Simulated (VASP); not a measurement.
Level of theory: PBEsol GGA, VASP's PBE PAW potentials (set 64) (plane waves; VASP).

Input for VASP

File KPOINTS:
```
Automatic
0
gamma
5 5 5
0 0 0
```

INCAR:
```
LREAL = .False.
EDIFF = 1E-6   ! SCF stop (eV)
PREC = Accurate
ALGO = Normal   ! blocked Davidson
NELM = 100
LMAXMIX = 6
GGA = PS   ! PBEsol
ISIF = 2   ! forces and stress, cell fixed
LWAVE = .False.
ENCUT = 300   ! plane-wave cut-off (eV)
SIGMA = 0.1   ! width (eV)
SYSTEM = Hf5Sc
LCHARG = .False.
ISMEAR = 0
LASPH = .True.   ! aspherical one-centre terms
```

POSCAR:
```
Hf5Sc
1
    5.5614700000     0.0000000000     0.0000000000
   -2.7807350000     4.8163740000     0.0000000000
    0.0000000000     0.0000000000     5.0245000000
Hf Sc
5 1
Direct
  0.6605300000   0.0000000000   0.0000000000
  0.3394700000   0.3394700000   0.0000000000
  0.0000000000   0.6605300000   0.0000000000
  0.3333330000   0.6666670000   0.5000000000
  0.6666670000   0.3333330000   0.5000000000
  0.0000000000   0.0000000000   0.5000000000
```

File KPOINTS_OPT:
```
k-points along high-symmetry lines
6
Line-mode
Reciprocal
  0.000000   0.000000   0.000000 ! GAMMA
  0.500000   0.000000   0.000000 ! M

  0.500000   0.000000   0.000000 ! M
  0.333333   0.333333   0.000000 ! K

  0.333333   0.333333   0.000000 ! K
  0.000000   0.000000   0.000000 ! GAMMA

  0.000000   0.000000   0.000000 ! GAMMA
  0.000000   0.000000   0.500000 ! A

  0.000000   0.000000   0.500000 ! A
  0.500000   0.000000   0.500000 ! L

  0.500000   0.000000   0.500000 ! L
  0.333333   0.333333   0.500000 ! H

  0.333333   0.333333   0.500000 ! H
  0.000000   0.000000   0.500000 ! A

  0.500000   0.000000   0.500000 ! L
  0.500000   0.000000   0.000000 ! M

  0.333333   0.333333   0.500000 ! H
  0.333333   0.333333   0.000000 ! K
```

POTCAR, in this order: Hf_pv Sc_sv (PBE.64 set). Program: vasp_std.

Task: What will the output report for the number of irreducible k-points (NKPTS), largest plane-wave count, number of space-group operations, FFT grid (NGX, NGY, NGZ)?

Result: 
The number of irreducible k-points (NKPTS) is 15, the largest plane-wave count comes out as 1605 and the number of space-group operations comes out as 12. The FFT grid (NGX, NGY, NGZ) is 32 × 32 × 28.

The structure comes from a computed database's Hf5Sc entry (P-62m); how it stands against other phases isn't given here. The cell was not relaxed at this level. The electron count is odd and the run is not spin-polarised, which forces a metal.
